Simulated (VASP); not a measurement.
All values below come from PW91 GGA, VASP's PBE PAW potentials (set 64) (plane waves; VASP 6.6.1).

A VASP calculation is set up with these files.

File POSCAR:
```
BAs
2.3602310
  0.0000000000   0.9999999068   0.9999999068
  0.9999999068   0.0000000000   0.9999999068
  0.9999999068   0.9999999068   0.0000000000
B As
1 1
Direct
  0.0000000000   0.0000000000   0.0000000000
  0.2500000000   0.2500000000   0.2500000000
```

**INCAR**
```
ALGO  =  Normal
EDIFF  =  1E-7
ENCUT  =  520
GGA  =  91
ISIF  =  2
ISMEAR  =  0
LASPH  =  T
LCHARG  =  F
LMAXMIX  =  4
LREAL  =  F
LWAVE  =  F
NELM  =  100
PREC  =  Accurate
SIGMA  =  0.05
SYSTEM  =  BAs
```

KPOINTS:
```
Regular mesh
0
gamma
9 9 9
```

POTCAR, in this order: B As (PBE.64 set). Program: vasp_std.

What VASP printed:

### OSZICAR
```
       N       E                     dE             d eps       ncg     rms          rms(c)
DAV:   1     0.130010218981E+02    0.13001E+02   -0.38963E+03   560   0.879E+02
DAV:   2    -0.118438033054E+02   -0.24845E+02   -0.24198E+02   904   0.107E+02
DAV:   3    -0.121028043122E+02   -0.25900E+00   -0.25900E+00   592   0.154E+01
DAV:   4    -0.121031717090E+02   -0.36740E-03   -0.36740E-03   880   0.653E-01
DAV:   5    -0.121031717665E+02   -0.57487E-07   -0.57486E-07   608   0.579E-03    0.523E+00
DAV:   6    -0.114594399234E+02    0.64373E+00   -0.19753E+00   576   0.739E+00    0.258E+00
DAV:   7    -0.113864364957E+02    0.73003E-01   -0.24686E-01   776   0.297E+00    0.974E-01
DAV:   8    -0.113779546765E+02    0.84818E-02   -0.23826E-02   632   0.106E+00    0.126E-01
DAV:   9    -0.113782172747E+02   -0.26260E-03   -0.55581E-04   712   0.198E-01    0.737E-02
DAV:  10    -0.113783458023E+02   -0.12853E-03   -0.21434E-04   592   0.107E-01    0.162E-02
DAV:  11    -0.113783510205E+02   -0.52183E-05   -0.66875E-06   880   0.227E-02    0.157E-02
DAV:  12    -0.113783504401E+02    0.58041E-06   -0.19491E-06   608   0.886E-03    0.212E-03
DAV:  13    -0.113783504376E+02    0.25453E-08   -0.59626E-08   376   0.215E-03
   1 F= -.11378350E+02 E0= -.11378350E+02  d E =-.157497E-10
```

**OUTCAR**
```
------------------------ aborting loop because EDIFF is reached ----------------------------------------
  FORCE on cell =-STRESS in cart. coord.  units (eV):
  Direction    XX          YY          ZZ          XY          YZ          ZX
  --------------------------------------------------------------------------------------
  Total        1.5215846      1.5215846      1.5215846     -0.0000000      0.0000000      0.0000000
  in kB       92.7071609     92.7071609     92.7071609     -0.0000000      0.0000000      0.0000000
  external PRESSURE =      92.7071609 kB  Pullay stress =       0.0000000 kB
  volume of cell :       26.30
      direct lattice vectors                 reciprocal lattice vectors
     0.000000000  2.360230780  2.360230780    -0.211843691  0.211843691  0.211843691
     2.360230780  0.000000000  2.360230780     0.211843691 -0.211843691  0.211843691
     2.360230780  2.360230780  0.000000000     0.211843691  0.211843691 -0.211843691
  FREE ENERGIE OF THE ION-ELECTRON SYSTEM (eV)
  ---------------------------------------------------
  free  energy   TOTEN  =       -11.3783504376 eV

  energy  without entropy=      -11.3783504375  energy(sigma->0) =      -11.37835044
```
(Selected blocks of OUTCAR.)

The compound is BAs in the zinc blende structure. This cell is one point of a volume scan, at 0.94 of the reference volume.
